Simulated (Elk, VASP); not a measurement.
A VASP calculation is set up with these files.

### KPOINTS
```
Automatic mesh
0
G
13 13 13
0 0 0
```

**POSCAR**
```
AuAl2
1.0
  0.0000000000   2.9340000000   2.9340000000
  2.9340000000   0.0000000000   2.9340000000
  2.9340000000   2.9340000000   0.0000000000
Al Au
2 1
Cart
  1.4670000000   1.4670000000   1.4670000000
  4.4010000000   4.4010000000   4.4010000000
  0.0000000000   0.0000000000   0.0000000000
```

**INCAR**
```
SYSTEM = AuAl2
PREC = Accurate
ENCUT = 300
EDIFF = 1E-6
NELM = 100
ALGO = Normal
LREAL = .FALSE.
LASPH = .TRUE.
ISMEAR = 0
SIGMA = 0.05
GGA = PE
LMAXMIX = 6
LWAVE = .FALSE.
LCHARG = .FALSE.
ISIF = 2
```

POTCAR, in this order: Al Au (PBE.64 set). Program: vasp_std.

Question: Write an input for Elk that does the same calculation.

Answer: One input that does it (PBE, all-electron FP-LAPW, Elk's shipped species files, LAPW+lo basis):
```
tasks
  0

xctype
  20

rgkmax
  7.5

gmaxvr
  16.0

nxoapwlo
  1

stype
  0

swidth
  0.00183747

scale
  7.841045507

avec
    0.0000000000    0.7071067812    0.7071067812
    0.7071067812    0.0000000000    0.7071067812
    0.7071067812    0.7071067812    0.0000000000

sppath
  './'

atoms
  2   : nspecies
  'Al.in'   : spfname
  2   : natoms; atposl, bfcmt below
  0.2500000000  0.2500000000  0.2500000000    0.0 0.0 0.0
  0.7500000000  0.7500000000  0.7500000000    0.0 0.0 0.0
  'Au.in'   : spfname
  1   : natoms; atposl, bfcmt below
  0.0000000000  0.0000000000  0.0000000000    0.0 0.0 0.0

ngridk
  13 13 13
```
The two runs describe the same crystal, functional and task. Each code takes its own potentials, basis and convergence tests.

VASP also gives the stress here, which the Elk input doesn't ask for.

The structure is a typed AuAl2 crystal (Fm-3m). The cell was not relaxed at this level, and it may have been scaled.
